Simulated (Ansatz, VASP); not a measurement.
# Cross-check of Ru (generalised stacking fault on (001) of Ru (basal plane)) between VASP and Ansatz

One calculation is typed for both programs; each brings its own data sets. How far apart do they land? The cell is taken from a series of runs on this material, whose earlier steps may have relaxed, scaled, displaced or heated it; both programs get it as it stands.

Main program and level: Ansatz 0.2.0; plane waves, with VASP 6.6.1 beside it; r2SCAN.

**1. Set-up**

The cell holds 12 atoms: 12 Ru. Cell: a = 2.715 Å, b = 2.715 Å, c = 25.688 Å, α = 91.2°, β = 88.8°, γ = 120.0°. It derives from Ru. 48 atoms of Ru, stacked on (0 0 1); one fault a cell: the periodic image above is shifted rigidly by 0.627 A along the in-plane vector of length 4.703 A (<112> type); atoms relaxed along the normal alone with the MACE-MP-0b2 potential. Lattice constants are starting values near those of PBE. Folded to one surface cell (a quarter of the atoms). The structure's axis is c.

**2. VASP: single point, r2SCAN**

A single point takes one fixed geometry, so differences don't come from the geometry; what else differs is listed under the comparison.

Lines of VASP's logs that name or quote its potential files are left out, and so is its time.

The input, INCAR:

```
SYSTEM = Ru
PREC = Accurate
ENCUT = 440
EDIFF = 1E-06
NELM = 120
ISMEAR = -1
SIGMA = 0.1
LREAL = .FALSE.
ALGO = Normal
METAGGA = R2SCAN
LASPH = .TRUE.
NBANDS = 104
LORBIT = 11
LWAVE = .FALSE.
LCHARG = .FALSE.
ISIF = 2
GGA_COMPAT = .FALSE.
LMIXTAU = .TRUE.
KPAR = 2
```

The input, POSCAR:

```
Ru
1.0
    2.7150000000      0.0000000000      0.0000000000
   -1.3575000000      2.3512600000      0.0000000000
    0.5430000000     -0.3135000000     25.6800000000
Ru
12
Direct
    0.2959400000      0.7040600000      0.2805100000
    0.9516500000      0.0483500000      0.3625600000
    0.2739600000      0.7260400000      0.4453100000
    0.9294900000      0.0705100000      0.5288100000
    0.2517700000      0.7482300000      0.6117900000
    0.9073750000      0.0926250000      0.6947600000
    0.2295950000      0.7704050000      0.7779800000
    0.8852000000      0.1148000000      0.8609500000
    0.2074800000      0.7925200000      0.9439300000
    0.8630100000      0.1369900000      0.0274300000
    0.1853200000      0.8146800000      0.1101800000
    0.8410300000      0.1589700000      0.1922300000
```

The input, KPOINTS:

```
Automatic mesh
0
Gamma
11 11 1
0 0 0
```

The projector-augmented-wave data sets are Ru_pv (PBE family, release 64).

On the command line:

```bash
> mpirun -np 2 vasp_std
```

Numbers of over 12 decimals in the logs are rounded to 6 here.

Output:

```text
[banner, memory and clock lines left out]
running    2 mpi-ranks, on    1 nodes
 distrk:  each k-point on    1 cores,    2 groups
 distr:  one band on    1 cores,    1 groups

 POSCAR found type information on POSCAR Ru
 POSCAR found :  1 types and      12 ions
|                                                                             |
|               ----> ADVICE to this user running VASP <----                  |
|                                                                             |
|     You enforced a specific xc type in the INCAR file but a different       |
|     [... a line on the potential file left out ...]
|     I HOPE YOU KNOW WHAT YOU ARE DOING!                                     |
|                                                                             |

 LDA part: xc-table for (None), standard interpolation
 POSCAR, INCAR and KPOINTS ok, starting setup
 FFT: planning ... GRIDC
 FFT: planning ... GRID_SOFT
 FFT: planning ... GRID
 WAVECAR not read
 entering main loop
       N       E                     dE             d eps       ncg     rms          rms(c)
DAV:   1     0.190685982277E+04    0.19069E+04   -0.92880E+04  7616   0.164E+03
DAV:   2    -0.273699564888E+03   -0.21806E+04   -0.21059E+04  7768   0.558E+02
DAV:   3    -0.365665819862E+03   -0.91966E+02   -0.85940E+02  8584   0.115E+02
DAV:   4    -0.368528811842E+03   -0.28630E+01   -0.28288E+01  8504   0.163E+01
DAV:   5    -0.368689113300E+03   -0.16030E+00   -0.15007E+00  9856   0.271E+00    0.550E+01
DAV:   6    -0.339711523976E+03    0.28978E+02   -0.45141E+01  7720   0.319E+01    0.961E+00
DAV:   7    -0.432765970969E+03   -0.93054E+02   -0.12932E+02 10584   0.910E+01    0.734E+01
DAV:   8    -0.339699062235E+03    0.93067E+02   -0.80771E+01 10360   0.324E+01    0.472E+00
DAV:   9    -0.338326521899E+03    0.13725E+01   -0.89614E+00  8640   0.993E+00    0.389E+00
DAV:  10    -0.335744198018E+03    0.25823E+01   -0.13624E+00  9000   0.805E+00    0.284E+00
DAV:  11    -0.333240922740E+03    0.25033E+01   -0.61205E-01  8760   0.621E+00    0.238E+00
DAV:  12    -0.331559871045E+03    0.16811E+01   -0.13632E-01  8704   0.294E+00    0.143E+00
DAV:  13    -0.328152325997E+03    0.34075E+01   -0.89087E-02  8224   0.205E+00    0.131E+00
DAV:  14    -0.325074656630E+03    0.30777E+01   -0.75736E-02  8080   0.198E+00    0.951E-01
[...]
DAV:  38    -0.304926413234E+03   -0.21136E-02   -0.73878E-04  8176   0.974E-02    0.125E-01
DAV:  39    -0.304926285374E+03    0.12786E-03   -0.13679E-04  7984   0.494E-02    0.854E-02
DAV:  40    -0.304926250603E+03    0.34771E-04   -0.84140E-06  7272   0.128E-02    0.679E-02
DAV:  41    -0.304926352244E+03   -0.10164E-03   -0.14291E-05  7848   0.163E-02    0.565E-02
DAV:  42    -0.304926312085E+03    0.40159E-04   -0.86504E-06  6704   0.121E-02    0.363E-02
DAV:  43    -0.304926357498E+03   -0.45413E-04   -0.13883E-05  7808   0.142E-02    0.304E-02
DAV:  44    -0.304926349930E+03    0.75684E-05   -0.94215E-06  7752   0.140E-02    0.180E-02
DAV:  45    -0.304926349852E+03    0.77325E-07   -0.33296E-06  6008   0.742E-03
   1 F= -.30492635E+03 E0= -.30475738E+03  d E =-.337936E+00
```

From OUTCAR (step 2):

```text
ion  position               nearest neighbor table
   1  0.296  0.704  0.281-   2 2.63   2 2.63   2 2.63  12 2.65  12 2.65  12 3.16
   2  0.952  0.048  0.363-   1 2.63   1 2.63   1 2.63   3 2.64   3 2.64   3 2.64
   3  0.274  0.726  0.445-   2 2.64   2 2.64   2 2.64   4 2.66   4 2.66   4 2.66
   4  0.929  0.071  0.529-   5 2.65   5 2.65   5 2.65   3 2.66   3 2.66   3 2.66
   5  0.252  0.748  0.612-   6 2.65   6 2.65   6 2.65   4 2.65   4 2.65   4 2.65
   6  0.907  0.093  0.695-   5 2.65   5 2.65   5 2.65   7 2.65   7 2.65   7 2.65
   7  0.230  0.770  0.778-   8 2.65   8 2.65   8 2.65   6 2.65   6 2.65   6 2.65
   8  0.885  0.115  0.861-   7 2.65   7 2.65   7 2.65   9 2.65   9 2.65   9 2.65
   9  0.207  0.793  0.944-   8 2.65   8 2.65   8 2.65  10 2.66  10 2.66  10 2.66
  10  0.863  0.137  0.027-  11 2.64  11 2.64  11 2.64   9 2.66   9 2.66   9 2.66
  11  0.185  0.815  0.110-  12 2.63  12 2.63  12 2.63  10 2.64  10 2.64  10 2.64
  12  0.841  0.159  0.192-  11 2.63  11 2.63  11 2.63   1 2.65   1 2.65   1 3.16

  LATTYP: Found a base centered monoclinic cell.
 ALAT       =     4.7025184569
 B/A-ratio  =     0.5773503955
 C/A-ratio  =     5.4625310926
 COS(beta)  =    -0.0244086833

 Subroutine GETGRP returns: Found  4 space group operations
 (whereof  2 operations were pure point group operations)

The static configuration has the point symmetry C_1h.
 The point group associated with its full space group is C_2h.

 Found     36 irreducible k-points:

   k-points           NKPTS =     36   k-points in BZ     NKDIM =     36   number of bands    NBANDS=    104

   dimension x,y,z NGX =    20 NGY =   20 NGZ =  180
   dimension x,y,z NGXF=    40 NGYF=   40 NGZF=  360

   ENCUT  =  440.0 eV  32.34 Ry    5.69 a.u.   4.64  4.64 43.93*2*pi/ulx,y,z

   NELECT =     168.0000    total number of electrons

 k-points in reciprocal lattice and weights: Automatic mesh
   0.00000000  0.00000000  0.00000000       0.008
   0.09090909 -0.00000000  0.00000000       0.033
   0.18181818 -0.00000000  0.00000000       0.033
   0.27272727 -0.00000000  0.00000000       0.033
   0.36363636 -0.00000000  0.00000000       0.033
   0.45454545 -0.00000000 -0.00000000       0.033
   0.09090909  0.09090909  0.00000000       0.017
   0.18181818  0.09090909  0.00000000       0.033
   0.27272727  0.09090909  0.00000000       0.033
[...]
0.45454545  0.45454545 -0.00000000       0.017
  -0.45454545  0.45454545  0.00000000       0.017

 average (electrostatic) potential at core
       1 -72.3868       2 -72.5265       3 -72.4550       4 -72.4475       5 -72.4615
       6 -72.4538       7 -72.4537       8 -72.4614       9 -72.4474      10 -72.4549
      11 -72.5263      12 -72.3868

 E-fermi :  12.5916

 k-point     1 :       0.0000    0.0000    0.0000
  band No.  band energies     occupation
    ...
     87      11.8063      1.99922
     88      12.1786      1.96833
     89      12.2736      1.92016
     90      12.3102      1.88680
     91      12.6407      0.75928
     92      12.8847      0.10129
     93      12.9879      0.03730
     94      13.0628      0.01780
     95      13.0724      0.01620
     96      13.1672      0.00631
    ...

 k-point     2 :       0.0909   -0.0000    0.0000
  band No.  band energies     occupation
    ...
     90      12.1311      1.98019
     91      12.2367      1.94412
     92      12.3601      1.82013
     93      12.3917      1.76127
     94      12.6074      0.92119
     95      12.9520      0.05300
     96      13.2149      0.00392
     97      13.3302      0.00124
     98      13.4465      0.00039
     99      13.5800      0.00010
    ...

 k-point     3 :       0.1818   -0.0000    0.0000
  band No.  band energies     occupation
    ...
     89      11.8576      1.99870
     90      11.9105      1.99780
     91      12.1639      1.97260
     92      12.4153      1.70705
     93      12.6863      0.55905
     94      12.7636      0.30358
     95      12.9337      0.06331
     96      13.2236      0.00359
     97      13.5745      0.00011
     98      13.8003      0.00001
    ...

  Total       -2.9236895     -2.3364979     -0.1339749      0.5085248      0.2797357     -0.4845154
  in kB      -28.5743474    -22.8354972     -1.3093881      4.9700091      2.7339651     -4.7353560
  external PRESSURE =     -17.5730776 kB  Pullay stress =       0.0000000 kB

  energy-cutoff  :      440.00
  volume of cell :      163.93
      direct lattice vectors                 reciprocal lattice vectors
     2.715000000  0.000000000  0.000000000     0.368324125  0.212651940 -0.005192119
    -1.357500000  2.351260000  0.000000000     0.000000000  0.425303880  0.005192086
     0.543000000 -0.313500000 25.680000000     0.000000000  0.000000000  0.038940810

 POSITION                                       TOTAL-FORCE (eV/Angst)
 -----------------------------------------------------------------------------------
      0.00003      1.56749      7.20350        -0.436962      0.252280      0.029732
      2.71496      0.00002      9.31054         0.113939     -0.065783     -0.004792
      0.00001      1.56750     11.43556        -0.000429      0.000247     -0.009681
      2.71499      0.00001     13.57984        -0.032838      0.018959      0.007194
      0.00004      1.56749     15.71077         0.011461     -0.006617     -0.000630
      2.71504     -0.00002     17.84144        -0.025835      0.014916     -0.001011
     -0.00003      1.56753     19.97853         0.025835     -0.014916      0.001011
      2.71497      0.00002     22.10920        -0.011461      0.006617      0.000630
      0.00002      1.56750     24.24012         0.032838     -0.018959     -0.007194
      2.17200      0.31350      0.70440         0.000429     -0.000247      0.009681
     -0.54296      1.88098      2.82942        -0.113939      0.065783      0.004792
      2.17198      0.31352      4.93647         0.436962     -0.252280     -0.029732
 -----------------------------------------------------------------------------------
    total drift:                               -0.000016      0.000009     -0.000070

  FREE ENERGIE OF THE ION-ELECTRON SYSTEM (eV)
  ---------------------------------------------------
  free  energy   TOTEN  =      -304.9263498523 eV

  energy  without entropy=     -304.5884137902  energy(sigma->0) =     -304.75738182

 total charge
# of ion       s       p       d       tot
------------------------------------------
    1        0.402   6.296   5.948  12.646
    2        0.410   6.320   5.950  12.681
    3        0.408   6.314   5.949  12.671
    4        0.407   6.313   5.947  12.667
    5        0.408   6.316   5.947  12.671
    6        0.408   6.315   5.947  12.670
    7        0.408   6.315   5.947  12.670
    8        0.408   6.316   5.947  12.671
    9        0.407   6.313   5.947  12.667
   10        0.408   6.314   5.949  12.671
   11        0.410   6.320   5.950  12.681
   12        0.402   6.296   5.948  12.646
--------------------------------------------------
tot          4.887  75.750  71.375 152.012

[... 3 further parts left out ...]
```

The run ends at a pressure of -1.76 GPa, with forces up to 0.51 eV/Å.

(Continued in part 2 of 2.)

[Lines on the potential files, build, host, timing and source positions are cut from VASP's logs without a mark.]

[Logs are printed without paths, hosts, clocks, repeated set-up lines and the standing remarks that a program may print on its own settings, such as how far it seeks lower states.]

[Hosts, paths, dates, database ids (printed as entryN), source tags and the programs' standing remarks are cut or masked in the printed files.]
